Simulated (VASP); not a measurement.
The system is Ge2Cl.

```
Ge Cl
1.0
     4.00000    0.00000    0.00000
    -2.00000    3.46410    0.00000
     0.00000    0.00000   22.40000
Ge Cl
8 4
Cartesian
  2.0000 1.1547 14.7616
  0.0000 0.0000 15.5680
  2.0000 1.1547 18.8384
  0.0000 0.0000 18.0320
  0.0000 2.3094 7.6384
  0.0000 0.0000 6.8320
  0.0000 2.3094 3.5616
  0.0000 0.0000 4.3680
  2.0000 1.1547 12.5888
  2.0000 1.1547 21.0112
  0.0000 2.3094 9.8112
  0.0000 2.3094 1.3888
```

The cell was built by a generator and needn't be a form met in nature.

| Quantity | Value |
| --- | --- |
| Program | VASP 6.6.1 |
| Task | relaxation of cell and atoms |
| Functional | PBE |
| Potentials or basis | VASP PAW PBE potentials, release 64 (Ge_d, Cl) |
| Cutoff | 520 eV |
| k mesh | 5 × 5 × 1 |
| Occupations | gaussian, width 0.15 eV |
| Spin | no spin polarisation |

At the start: pressure 2.5 GPa; volume 25.87 Å³/atom.

Task: Where does the relaxation end?

Result: Over 17 steps the energy falls by 17.4 meV/atom and the volume is 27.66 Å³/atom (+6.9 %); space group P6_3/mmc (No. 194, to 0.05 Å).

The path:
| step | energy change (eV) | largest force (eV/Å) | pressure (GPa) | volume (Å³) |
| --- | --- | --- | --- | --- |
| 1 | 0.0000 | 0.1679 | 2.46 | 310.38 |
| 2 | -0.1797 | 0.2060 | 0.13 | 328.55 |
| 3 | -0.1856 | 0.2234 | -0.58 | 332.72 |
| 4 | -0.1843 | 0.2089 | 0.09 | 330.84 |
| 5 | -0.1853 | 0.2190 | -0.29 | 331.84 |
| 6 | -0.1950 | 0.3267 | 0.29 | 331.42 |
| 7 | -0.1968 | 0.2759 | 0.17 | 331.54 |
| 8 | -0.2060 | 0.0949 | 0.32 | 332.42 |
| 9 | -0.2062 | 0.1006 | 0.27 | 332.49 |
| 10 | -0.2061 | 0.1293 | 0.08 | 332.63 |
| 11 | -0.2062 | 0.1030 | -0.11 | 332.55 |
| 12 | -0.2069 | 0.0854 | 0.17 | 331.85 |
| 13 | -0.2070 | 0.1115 | -0.27 | 332.15 |
| 14 | -0.2070 | 0.0818 | 0.20 | 331.99 |
| 15 | -0.2071 | 0.1048 | 0.22 | 332.07 |
| 16 | -0.2071 | 0.0977 | 0.04 | 332.11 |
| 17 | -0.2086 | 0.0511 | -0.06 | 331.91 |

Final structure:
```xyz
12
Lattice="4.1311 0.0000 0.0000 -2.0655 3.5776 0.0000 0.0000 0.0000 22.4572" Properties=species:S:1:pos:R:3 pbc="T T T"
Ge    2.0655    1.1925   14.8187
Ge    0.0000    0.0000   15.5861
Ge    2.0655    1.1925   18.8672
Ge   -2.0655    3.5776   18.0997
Ge    0.0000    2.3851    7.6385
Ge    0.0000    0.0000    6.8711
Ge    0.0000    2.3851    3.5901
Ge    0.0000    0.0000    4.3575
Cl    2.0655    1.1925   12.6410
Cl    2.0655    1.1925   21.0448
Cl    0.0000    2.3851    9.8162
Cl    0.0000    2.3851    1.4124
```
